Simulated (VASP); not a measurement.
Input:

```
CELL_PARAMETERS angstrom
      2.38560    -4.13197     0.00000
      2.38560     4.13197     0.00000
      0.00000     0.00000     7.79382
ATOMIC_POSITIONS crystal
  Ag 0.66667 0.33333 0.50014
  Ag 0.33333 0.66667 0.00014
  I  0.66667 0.33333 0.87486
  I  0.33333 0.66667 0.37486
```

All values below come from revPBE GGA, VASP's PBE PAW potentials (set 64) (plane waves; VASP 6.6.1). Settings: 520 eV cut-off, Gaussian smearing of 0.050 eV, potentials Ag I.

Unless said otherwise, spin-orbit coupling is left out, though it shifts the bands of the heavy elements here.

Give the energies of bands 7 to 20 at the high-symmetry points, in eV from the valence-band maximum.

```csv
band,Γ,M,K,A,L,H
7,-3.43,-3.21,-3.16,-3.50,-3.25,-3.19
8,-3.39,-3.16,-3.16,-3.50,-3.25,-3.19
9,-2.64,-2.61,-2.65,-2.60,-2.57,-2.65
10,-2.64,-2.59,-2.65,-2.60,-2.57,-2.65
11,-2.58,-2.55,-2.64,-2.60,-2.50,-2.46
12,-2.58,-2.54,-2.63,-2.60,-2.50,-2.46
13,-2.50,-2.35,-2.25,-1.42,-2.37,-2.37
14,-0.57,-2.20,-2.25,-1.42,-2.37,-2.37
15,-0.57,-1.78,-2.06,-0.29,-0.99,-1.53
16,-0.04,-1.43,-1.21,-0.29,-0.99,-1.53
17,0.00,-0.80,-1.21,-0.29,-0.99,-0.90
18,0.00,-0.56,-1.03,-0.29,-0.99,-0.90
19,1.52,3.37,4.31,2.72,3.43,3.96
20,2.81,3.78,4.31,2.72,3.43,3.96
```

The gap is direct, 1.52 eV, from the valence maximum at Γ to the conduction minimum at Γ.

The compound is AgI in the wurtzite structure. It was relaxed first, which changed the volume by +12 %.
